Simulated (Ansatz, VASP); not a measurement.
# Ta2GeN4: VASP beside Ansatz

```
Ta Ge N
1.0
     5.31585    0.00000    0.00000
     0.00000    3.02820    0.00000
    -0.16934    0.00000    5.58613
Ta Ge N
2 1 4
Direct
  0.50000 0.50000 0.50000
  0.00000 0.00000 0.00000
  0.50000 0.00000 0.00000
  0.79092 0.50000 0.16280
  0.20908 0.50000 0.83720
  0.29501 0.00000 0.33478
  0.70499 0.00000 0.66522
```

Change from the starting cell: species swapped into the MgMn2S4 type (P2/m, No. 10).

Alike in both runs: task single point; functional PBE; k mesh 4 × 6 × 4; occupations gaussian, width 0.1 eV; no spin polarisation.

|  | VASP | Ansatz |
| --- | --- | --- |
| version | VASP 6.6.1 | Ansatz 0.2.0 |
| potentials or method | VASP PAW PBE potentials, release 64 (Ta_pv, Ge_d, N) | scalar-relativistic, plane waves, PAW |
| plane-wave cutoff (eV) | 520 | 420 |
| valence electrons in the cell | 56 | 60 |

Ansatz gave:

| Quantity | Value |
| --- | --- |
| gap on the k mesh at the Fermi level (eV) | none |
| pressure (GPa) | -4.3 |
| largest component of the traceless stress (GPa) | 11.35 |
| rms of the force components (eV/Å) | 0.561 |

**Question.** What did VASP give for the same quantities?

**Answer.** gap on the k mesh at the Fermi level (eV): none; pressure (GPa): -3.9; largest component of the traceless stress (GPa): 11.53; rms of the force components (eV/Å): 0.577.

Atom by atom the forces differ by 0.021 eV/Å (rms over components). A gap of «none» marks a metal or a gap that the smearing closes. The functional is the same, so the differences come from potentials, cutoffs and numerics. The two sets of potentials don't hold the same shells in valence.

Caveats: forces of over 1 eV/Å show positions far from the minimum, so gaps and moduli don't describe the material at rest. The runs have no spin-orbit coupling, so splittings on Ta are missing.
